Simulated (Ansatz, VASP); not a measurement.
# Na5Cl4F in two plane-wave programs

One calculation is typed for both programs; each brings its own data sets and cutoff. How far apart do they land? The cell is invented: As first built, before any earlier steps moved the atoms: F for Br in the Na5BrCl4 structure of space group R-3m. It may not be a known or stable phase. The structure shown is the end of the Ansatz relaxation below.

Method: plane waves, with VASP 6.6.1 beside it; single point at PBE, in Ansatz 0.2.0.

**1. Set-up**

Symmetry: R-3m, No. 166, trigonal system. The conventional cell has a = 3.900 Å, b = 3.900 Å, c = 47.673 Å, α = 90.00°, β = 90.00°, γ = 120.00°. Na has 6 Cl at 2.81 Å nearest. Na has 3 F at 2.57 Å and 3 Cl at 2.80 Å nearest. F has 6 Na at 2.57 Å nearest. Nearest to Cl lie 6 Na at 2.80 to 2.81 Å. Nearest to Cl lie 6 Na at 2.81 Å. It derives from Na5BrCl4. As first built, before any earlier steps moved the atoms: F for Br in the Na5BrCl4 structure of space group R-3m. Farther neighbours and most contacts between anions are not listed.

**2. Ansatz: relaxation, PBE**

Ansatz runs on its default PAW (the set named soft_2) files.

This run makes the geometry at which the two programs are then compared.

File input.yaml:

```yaml
crystal:
  lattice:
    - [1.9600949015, 1.131661319, 15.9982037065]
    - [-1.9600949015, 1.131661319, 15.9982037065]
    - [0.0, -2.263322638, 15.9982037065]
  atoms:
    - { symbol: Na, position: [0.39866027, 0.39866027, 0.39866027] }
    - { symbol: Na, position: [0.0, 0.0, 0.0] }
    - { symbol: Na, position: [0.60133973, 0.60133973, 0.60133973] }
    - { symbol: Na, position: [0.79711373, 0.79711373, 0.79711373] }
    - { symbol: Na, position: [0.20288627, 0.20288627, 0.20288627] }
    - { symbol: F, position: [0.5, 0.5, 0.5] }
    - { symbol: Cl, position: [0.90213853, 0.90213853, 0.90213853] }
    - { symbol: Cl, position: [0.30062414, 0.30062414, 0.30062414] }
    - { symbol: Cl, position: [0.69937586, 0.69937586, 0.69937586] }
    - { symbol: Cl, position: [0.09786147, 0.09786147, 0.09786147] }
kpoints:
  mp_grid: { grid: [6, 6, 6] }
scf:
  occupations: { method: gaussian, width: 0.03 }
hamiltonian:
  xc: pbe
output:
  forces: true
  stress: true
relax:
  f_tol: 0.02
  max_steps: 60
  cell: {}
```

Started as:

```
$ ansatz run input.yaml --threads 2 --pin off --max-ram 4096MiB --backend cpu --events-out ev --progress --plain --runs-dir out
```

Numbers of over 12 decimals in the logs are rounded to 6 here.

Log:

```text
basis.fft_grid_basis auto: the FFT boxes are laid along the combinations [[1, 0, -1], [0, 1, -1], [0, 0, 1]] of the cell's own vectors, 3.920, 3.920 and 16.158 Å long. The dense box has 27×27×108 points. Along the cell's own vectors, as sized, it would have 108×108×108, 16.00 times as many. Of the 12 symmetry operations that the crystal satisfies within crystal.symmetry.tolerance (time reversal apart; of a slab, thos [...]
Engine: ansatz 0.2.0, aarch64-unknown-linux-gnu
Pseudopotentials: kind: paw
Pseudopotential: Na, paw, valence charge 9, recommended cutoff 420 eV (normal), Na.paw.azcp
Pseudopotential: F, paw, valence charge 7, recommended cutoff 420 eV (normal), F.paw.azcp
Pseudopotential: Cl, paw, valence charge 7, recommended cutoff 420 eV (normal), Cl.paw.azcp
Functional definition: PBE
  parameter kappa = 0.804
  parameter beta = 0.066725
  exchange = pbe_x(kappa = kappa, mu = beta*pi^2/3)
  correlation = pbe_c(beta = beta)
Crystal: 10 atoms, lattice volume = 212.920 Å³
Basis set: ecut = 420 eV, 4187 PW (Γ), FFT grids on a1−a3, a2−a3, a3, exchange–correlation on 54×54×216 points (8 copies of the dense FFT grid, shifted against one another)
Bands: 50, of which v1, the nominal top of the filled ones, is band 40 counted from 1 (39 counted from 0)
Symmetry: 12 space group operations
Space group: R-3m (ITA 166), of the structure as read, at distance tolerance 6.0e-5 Å
k-points: 32 of 216
Non-local potential: Na, projectors of the file, l = 0: 3, l = 1: 2, l = 2: 1
Non-local potential: F, projectors of the file, l = 0: 2, l = 1: 2, l = 2: 1
Non-local potential: Cl, projectors of the file, l = 0: 2, l = 1: 2, l = 2: 2
PAW form: soft (Blöchl's): semilocal exchange-correlation on the pseudo side does not see the compensation charge
PAW one-centre angular grid: Na, 110 points (default); XC on 64 Gauss nodes
PAW one-centre angular grid: F, 110 points (default); XC on 64 Gauss nodes
PAW one-centre angular grid: Cl, 110 points (default); XC on 64 Gauss nodes
Initial density: superposition of atomic densities (neutral atoms: chi_scale 0, normalization atom), corrected by the library's trained network
Initial wavefunctions: pseudopotential atomic-orbital guess
Functional: x = pbe(κ = 0.804, μ = 0.219515), c = pbe(β = 0.066725)
SCF iter   1: F=—  HF=-12574.739048 eV  |F-HF|=—  |Δ(HF+E_count)|=         —  Δρ=4.69e-4  dr2=2.13e-3  ethr=1.77e-3  ⟨swp⟩=9.3  Hψ=6714  notcnv=0  defer=14
preconditioner: auto → Resta (q_TF=auto, 2.318 Å⁻¹)  ε∞=2.1  [insulator: Δε(μ)=4.440 eV  Ē_g=19.888 eV  σ=0.030 eV  W_gap=1.00  n_scr=52 (ndim 8)  ℏωp=21.3 eV  f_vac=0.089  D(μ)=0.00/eV (n_scr^D=0)  ε∞_Penn≈2.1]
SCF iter   2: F=—  HF=-12574.737300 eV  |F-HF|=—  |Δ(HF+E_count)|=   1.75e-3  Δρ=2.46e-4  dr2=3.29e-4  ethr=2.67e-6  ⟨swp⟩=2.7  Hψ=3290  notcnv=0  defer=97
SCF iter   3: F=—  HF=-12574.737270 eV  |F-HF|=—  |Δ(HF+E_count)|=   2.94e-5  Δρ=1.17e-4  dr2=6.15e-5  ethr=4.12e-7  ⟨swp⟩=2.3  Hψ=2253  notcnv=0  defer=97
SCF iter   4: F=—  HF=-12574.737469 eV  |F-HF|=—  |Δ(HF+E_count)|=   1.99e-4  Δρ=6.12e-5  dr2=7.16e-6  ethr=7.69e-8  ⟨swp⟩=2.2  Hψ=2091  notcnv=0  defer=97
SCF iter   5: F=—  HF=-12574.737471 eV  |F-HF|=—  |Δ(HF+E_count)|=   1.90e-6  Δρ=5.36e-5  dr2=4.10e-6  ethr=8.95e-9  ⟨swp⟩=2.0  Hψ=2108  notcnv=0  defer=97
SCF iter   6: F=—  HF=-12574.737470 eV  |F-HF|=—  |Δ(HF+E_count)|=   8.10e-7  Δρ=8.11e-6  dr2=1.58e-7  ethr=5.13e-9  ⟨swp⟩=2.0  Hψ=2118  notcnv=0  defer=100
SCF iter   7: F=-12574.737470 eV  HF=-12574.737470 eV  |F-HF|=4.97e-9  |Δ(HF+E_count)|=   9.77e-8  Δρ=1.73e-6  dr2=5.22e-9  ethr=1.25e-10  ⟨swp⟩=4.0  Hψ=4720  notcnv=0
SCF 1 converged in 7 iterations: F = -12574.737470 eV  dr2 = 5.22e-9
  greatest PAW one-centre occupation: 0.999 electrons in one spin orbital (limit 2), on the Na atom at site 4 (counted from 0), in its partial waves of l = 0
relax step   1: F+E_penalty+E_count = -12574.73747001 eV  Δ(F+E_penalty+E_count) = +0.000e0 eV  max|allowed force component| = 9.535e-1 eV/Å  Δτ_max = 0.0000 Å  P = +0.752 GPa  Ω = 212.920 Å³  (7 SCF iters, dr2 threshold 1.00e-7 eV, accepted)
[...]
relax step   3: F+E_penalty+E_count = -12575.21553810 eV  Δ(F+E_penalty+E_count) = -1.778e-1 eV  max|allowed force component| = 1.453e-1 eV/Å  Δτ_max = 0.1912 Å  P = -0.128 GPa  Ω = 211.909 Å³  energy of the carried Pulay correction = +3.945e-4 eV  (6 SCF iters, dr2 threshold 1.00e-6 eV, accepted)
[...]
relax step   4: F+E_penalty+E_count = -12575.26147589 eV  Δ(F+E_penalty+E_count) = -4.594e-2 eV  max|allowed force component| = 4.647e-2 eV/Å  Δτ_max = 0.1543 Å  P = -0.038 GPa  Ω = 209.477 Å³  energy of the carried Pulay correction = +1.351e-3 eV  (6 SCF iters, dr2 threshold 1.00e-6 eV, accepted)
[...]
relax step   5: F+E_penalty+E_count = -12575.26238259 eV  Δ(F+E_penalty+E_count) = -9.067e-4 eV  max|allowed force component| = 8.682e-4 eV/Å  Δτ_max = 0.0113 Å  P = -0.002 GPa  Ω = 209.324 Å³  energy of the carried Pulay correction = +1.412e-3 eV  (6 SCF iters, dr2 threshold 1.35e-7 eV, accepted)
[...]
relax step   6: F+E_penalty+E_count = -12575.26117058 eV  Δ(F+E_penalty+E_count) = +1.212e-3 eV  max|allowed force component| = 9.012e-4 eV/Å  Δτ_max = 0.0000 Å  P = -0.016 GPa  Ω = 209.324 Å³  stress off target by 4.14e-2 GPa  SCF on the basis re-selected at this cell (its energy is not comparable with the rows above)  (5 SCF iters)
basis re-selected at this cell: Δ(F+E_penalty+E_count) = +1.212e-3 eV, ΔP = -0.015 GPa vs the last step (what re-selecting the basis moved, of the pressure what is left beyond the Pulay correction that the steps carried, after the strain that the cell walked since its last selection, with what the two solves' SCF thresholds leave and, on support functions, any second-order correction that the steps lacked; it is no m [...]
SCF converged after 5 iterations
Free energy (F): -12575.261171 eV
Harris-Foulkes:  -12575.261171 eV  (|F-HF|=7.09e-11)
Internal energy: -12575.261171 eV  (E = F + TS)
E sigma→0 (E₀):  -12575.261171 eV
Fermi energy:    3.501495 eV
--- Per-component energies (eV) ---
  E_band       = -1193.705557
  E_kinetic    = 1459.639827
  E_local      = -8216.332956  (includes V_loc(G=0)·N_el)
  E_nonlocal   = 762.533225
  E_hartree    = 2950.018510
  E_xc         = -708.042204
  E_vxc        = -846.995552  (∫ρ·V_xc dr)
  E_paw        = -4153.497964  (= ΣΔE_a)
  E_vpaw       = -252.589481  (= ΣTr[D̂ρ^β])
  E_aug_tail   = 0.002271  (compensation charges beyond the density's cutoff)
  E_ewald      = -4669.581881
  E_smearing   = -0.000000  (= −TS)
  E_closure    = 0.000000  (closes the sum)
  Σ components = -12575.261171   (vs F -12575.261171, Δ=0.00e0)
--- Forces (eV/Å), atoms counted from 1 ---
  atom   1  Na     0.00000000     0.00000000    -0.00048380
  atom   2  Na     0.00000000    -0.00000000     0.00000000
  atom   3  Na    -0.00000000    -0.00000000     0.00048380
  atom   4  Na     0.00000000     0.00000000    -0.00041222
  atom   5  Na     0.00000000    -0.00000000     0.00041222
  atom   6  F      0.00000000     0.00000000    -0.00000000
  atom   7  Cl     0.00000000    -0.00000000    -0.00090122
  atom   8  Cl     0.00000000     0.00000000    -0.00016517
  atom   9  Cl    -0.00000000    -0.00000000     0.00016517
  atom  10  Cl     0.00000000     0.00000000     0.00090122
  max |Σ_I F_I| component: 1.08e-19 eV/Å
--- Stress (GPa, compression-positive) ---
       -0.041381       0.000000       0.000000
        0.000000      -0.041381      -0.000000
        0.000000      -0.000000       0.033753
  P = ⅓ Tr σ = -0.0163 GPa (-0.163 kbar)
--- Relaxed structure (5 steps of the walk, 5 accepted, 1 SCFs on fresh bases) ---
  F+E_penalty+E_count = -12575.26117058 eV   max|allowed force component| = 9.012e-4 eV/Å   (the final SCF, on the basis selected at the relaxed cell)
  cell:  # Å, volume = 209.3239 Å³
    - [1.950019, 1.125844, 15.890965]
    - [-1.950019, 1.125844, 15.890965]
    - [-7.011970303839361e-18, -2.251688, 15.890965]
  atoms:
    - { symbol: Na, position: [0.403942, 0.403942, 0.403942] }
    - { symbol: Na, position: [2.611413411127777e-19, 2.6114134111277616e-19, 2.611413411127773e-19] }
    - { symbol: Na, position: [0.596058, 0.596058, 0.596058] }
    - { symbol: Na, position: [0.807326, 0.807326, 0.807326] }
    - { symbol: Na, position: [0.192674, 0.192674, 0.192674] }
    - { symbol: F, position: [0.5, 0.5, 0.5] }
    - { symbol: Cl, position: [0.894163, 0.894163, 0.894163] }
    - { symbol: Cl, position: [0.298032, 0.298032, 0.298032] }
    - { symbol: Cl, position: [0.701968, 0.701968, 0.701968] }
    - { symbol: Cl, position: [0.105837, 0.105837, 0.105837] }
```

Reading the cycles: dr2 is the Hartree energy of the density residual (eV), the measure of convergence; HF is the Harris–Foulkes estimate of the energy, which meets the free energy F at convergence.

**3. VASP: single point, PBE**

The same cell, functional, mesh and smearing now go to VASP, with its own data sets and cutoff.

Lines of VASP's logs that name or quote its potential files are left out, and so is its time.

File INCAR:

```
SYSTEM = Na5Cl4F
PREC = Accurate
ENCUT = 520
EDIFF = 1E-06
NELM = 100
ISMEAR = 0
SIGMA = 0.03
LREAL = .FALSE.
ALGO = Normal
GGA = PE
NBANDS = 45
LORBIT = 11
LWAVE = .FALSE.
LCHARG = .FALSE.
KPAR = 4
ISIF = 2
```

File POSCAR:

```
Na5Cl4F
1.0
    1.9500194266      1.1258442409     15.8909646241
   -1.9500194266      1.1258442409     15.8909646241
    0.0000000000     -2.2516884818     15.8909646241
Na F Cl
5 1 4
Direct
    0.4039421357      0.4039421357      0.4039421357
    0.0000000000      0.0000000000      0.0000000000
    0.5960578643      0.5960578643      0.5960578643
    0.8073262317      0.8073262317      0.8073262317
    0.1926737683      0.1926737683      0.1926737683
    0.5000000000      0.5000000000      0.5000000000
    0.8941633483      0.8941633483      0.8941633483
    0.2980323817      0.2980323817      0.2980323817
    0.7019676183      0.7019676183      0.7019676183
    0.1058366517      0.1058366517      0.1058366517
```

File KPOINTS:

```
Automatic mesh
0
Gamma
6 6 6
0 0 0
```

The projector-augmented-wave data sets are Na_pv, F and Cl (PBE family, release 64).

Started as:

```
$ mpirun -np 4 vasp_std
```

Log:

```text
[banner, memory and clock lines left out]
running    4 mpi-ranks, on    1 nodes
 distrk:  each k-point on    1 cores,    4 groups
 distr:  one band on    1 cores,    1 groups

 POSCAR found type information on POSCAR NaF Cl
 POSCAR found :  3 types and      10 ions
 LDA part: xc-table for (Slater+PW92), standard interpolation
 POSCAR, INCAR and KPOINTS ok, starting setup
 FFT: planning ... GRIDC
 FFT: planning ... GRID_SOFT
 FFT: planning ... GRID
 WAVECAR not read
 entering main loop
       N       E                     dE             d eps       ncg     rms          rms(c)
DAV:   1     0.803652146282E+03    0.80365E+03   -0.34136E+04  2952   0.167E+03
DAV:   2     0.767650793618E+02   -0.72689E+03   -0.69939E+03  3232   0.444E+02
DAV:   3    -0.316240077016E+02   -0.10839E+03   -0.10679E+03  3249   0.177E+02
DAV:   4    -0.370057885111E+02   -0.53818E+01   -0.53544E+01  3395   0.410E+01
DAV:   5    -0.371725696413E+02   -0.16678E+00   -0.16648E+00  3683   0.727E+00    0.714E+00
DAV:   6    -0.353571891570E+02    0.18154E+01   -0.57747E+00  3742   0.871E+00    0.396E+00
DAV:   7    -0.352843991757E+02    0.72790E-01   -0.27621E-01  3752   0.238E+00    0.283E+00
DAV:   8    -0.352901707196E+02   -0.57715E-02   -0.19030E-01  3675   0.244E+00    0.549E-01
DAV:   9    -0.352938246032E+02   -0.36539E-02   -0.15250E-02  3851   0.820E-01    0.175E-01
DAV:  10    -0.352953390626E+02   -0.15145E-02   -0.39160E-03  3488   0.274E-01    0.138E-01
DAV:  11    -0.352954335505E+02   -0.94488E-04   -0.30619E-04  3942   0.935E-02    0.635E-02
DAV:  12    -0.352955336086E+02   -0.10006E-03   -0.31122E-04  3480   0.116E-01    0.191E-02
DAV:  13    -0.352955402967E+02   -0.66881E-05   -0.65263E-05  3531   0.390E-02    0.160E-02
DAV:  14    -0.352955392558E+02    0.10408E-05   -0.65127E-06  3392   0.175E-02    0.610E-03
DAV:  15    -0.352955392719E+02   -0.16114E-07   -0.12115E-06  2747   0.670E-03
   1 F= -.35295539E+02 E0= -.35295539E+02  d E =-.300572E-14
```

From OUTCAR (step 3):

```text
ion  position               nearest neighbor table
   1  0.404  0.404  0.404-
   2  0.000  0.000  0.000-
   3  0.596  0.596  0.596-
   4  0.807  0.807  0.807-
   5  0.193  0.193  0.193-
   6  0.500  0.500  0.500-
   7  0.894  0.894  0.894-
   8  0.298  0.298  0.298-
   9  0.702  0.702  0.702-
  10  0.106  0.106  0.106-

  LATTYP: Found a trigonal (rhomboedric) cell.
 ALAT       =    16.0496996141
 COS(alpha) =     0.9704760777

 Subroutine GETGRP returns: Found 12 space group operations
 (whereof 12 operations were pure point group operations)

The static configuration has the point symmetry D_3d.

 Found     32 irreducible k-points:

   k-points           NKPTS =     32   k-points in BZ     NKDIM =     32   number of bands    NBANDS=     45

   dimension x,y,z NGX =   120 NGY =  120 NGZ =  120
   dimension x,y,z NGXF=   240 NGYF=  240 NGZF=  240

   ENCUT  =  520.0 eV  38.22 Ry    6.18 a.u.  29.84 29.84 29.84*2*pi/ulx,y,z

   NELECT =      70.0000    total number of electrons

 k-points in reciprocal lattice and weights: Automatic mesh
   0.00000000  0.00000000  0.00000000       0.005
   0.16666667  0.00000000 -0.00000000       0.028
   0.33333333  0.00000000 -0.00000000       0.028
   0.50000000  0.00000000  0.00000000       0.014
   0.16666667  0.16666667 -0.00000000       0.028
   0.33333333  0.16666667 -0.00000000       0.056
   0.50000000  0.16666667 -0.00000000       0.056
  -0.33333333  0.16666667  0.00000000       0.056
  -0.16666667  0.16666667  0.00000000       0.028
[...]
-0.33333333  0.50000000  0.33333333       0.028
   0.50000000  0.50000000  0.50000000       0.005

 average (electrostatic) potential at core
       1 -47.4763       2 -47.4768       3 -47.4763       4 -47.6024       5 -47.6024
       6 -77.0079       7 -93.6580       8 -93.6549       9 -93.6549      10 -93.6580

 E-fermi :  -0.6392

 k-point     1 :       0.0000    0.0000    0.0000
  band No.  band energies     occupation
    ...
     31      -0.9158      2.00000
     32      -0.8539      2.00000
     33      -0.8539      2.00000
     34      -0.7924      2.00000
     35      -0.7924      2.00000
     36       3.9058      0.00000
     37       5.0983      0.00000
     38       5.3927      0.00000
     39       6.5205      0.00000
     40       6.6277      0.00000
    ...

 k-point     2 :       0.1667    0.0000   -0.0000
  band No.  band energies     occupation
    ...
     31      -1.1029      2.00000
     32      -1.0663      2.00000
     33      -1.0136      2.00000
     34      -0.9319      2.00000
     35      -0.8778      2.00000
     36       4.5426      0.00000
     37       5.6178      0.00000
     38       6.0227      0.00000
     39       7.2216      0.00000
     40       7.2393      0.00000
    ...

 k-point     3 :       0.3333    0.0000   -0.0000
  band No.  band energies     occupation
    ...
     31      -1.2474      2.00000
     32      -1.2433      2.00000
     33      -1.1783      2.00000
     34      -1.0988      2.00000
     35      -1.0344      2.00000
     36       5.8062      0.00000
     37       6.4087      0.00000
     38       6.8433      0.00000
     39       7.5350      0.00000
     40       7.7747      0.00000
    ...

  Total       -0.1256260     -0.1256260     -0.0191045      0.0000000      0.0000000      0.0000000
  in kB       -0.9615485     -0.9615485     -0.1462273      0.0000000      0.0000000      0.0000000
  external PRESSURE =      -0.6897748 kB  Pullay stress =       0.0000000 kB

  energy-cutoff  :      520.00
  volume of cell :      209.32
      direct lattice vectors                 reciprocal lattice vectors
     1.950019427  1.125844241 15.890964624     0.256407702  0.148037056  0.020976281
    -1.950019427  1.125844241 15.890964624    -0.256407702  0.148037056  0.020976281
     0.000000000 -2.251688482 15.890964624     0.000000000 -0.296074112  0.020976281

 POSITION                                       TOTAL-FORCE (eV/Angst)
 -----------------------------------------------------------------------------------
      0.00000      0.00000     19.25709        -0.000000     -0.000000      0.001410
      0.00000      0.00000      0.00000        -0.000000     -0.000000      0.000000
      0.00000      0.00000     28.41580        -0.000000     -0.000000     -0.001410
      0.00000      0.00000     38.48758        -0.000000     -0.000000     -0.002284
      0.00000      0.00000      9.18532        -0.000000      0.000000      0.002284
      0.00000      0.00000     23.83645         0.000000     -0.000000      0.000000
      0.00000      0.00000     42.62735        -0.000000     -0.000000     -0.001081
      0.00000      0.00000     14.20807        -0.000000     -0.000000     -0.000560
      0.00000      0.00000     33.46483        -0.000000     -0.000000      0.000560
      0.00000      0.00000      5.04554        -0.000000      0.000000      0.001081
 -----------------------------------------------------------------------------------
    total drift:                                0.000000      0.000000      0.000000

  FREE ENERGIE OF THE ION-ELECTRON SYSTEM (eV)
  ---------------------------------------------------
  free  energy   TOTEN  =       -35.2955392719 eV

  energy  without entropy=      -35.2955392719  energy(sigma->0) =      -35.29553927

 total charge
# of ion       s       p       d       tot
------------------------------------------
    1        0.043   5.980   0.000   6.023
    2        0.043   5.979   0.000   6.023
    3        0.043   5.980   0.000   6.023
    4        0.038   5.974   0.000   6.012
    5        0.038   5.974   0.000   6.012
    6        1.729   4.331   0.000   6.060
    7        1.588   3.589   0.000   5.177
    8        1.588   3.588   0.000   5.176
    9        1.588   3.588   0.000   5.176
   10        1.588   3.589   0.000   5.177
--------------------------------------------------
tot          8.286  48.572   0.000  56.858

[... 3 further parts left out ...]
```

The run ends at a pressure of -0.07 GPa, with forces up to 0.0023 eV/Å.

**4. Comparison**

Known differences besides the PAW data sets themselves: the data sets hold 80 valence electrons in Ansatz (default PAW (the set named soft_2) files) and 70 in VASP; the cutoff is 420 eV in Ansatz and 520 eV in VASP; VASP leaves aspherical gradient terms in its spheres out (LASPH is not set), Ansatz keeps them; Ansatz's pressure holds a Pulay correction, VASP's none. Total energies have different zeros and are not compared.

The two programs side by side:

```csv
quantity,Ansatz,VASP,difference
pressure (GPa),-0.02,-0.07,+0.05
gap on the k mesh (eV),4.701,4.698,+0.003
```

**5. What came out**

* difference in gap on the k mesh (single point, PBE): 0.0030 eV

**Reading.** The difference in gap on the k mesh is 0.0030 eV (single point, PBE), within the 0.08 eV picked in this series as the mark of a large difference. Differences of this kind measure data sets and numerical settings, not the functional's error against experiment.

[Lines on the potential files, build, host, timing and source positions are cut from VASP's logs without a mark.]

[Logs are printed without paths, hosts, clocks, repeated set-up lines and the standing remarks that a program may print on its own settings, such as how far it seeks lower states.]

[Hosts, paths, dates, database ids (printed as entryN), source tags and the programs' standing remarks are cut or masked in the printed files.]
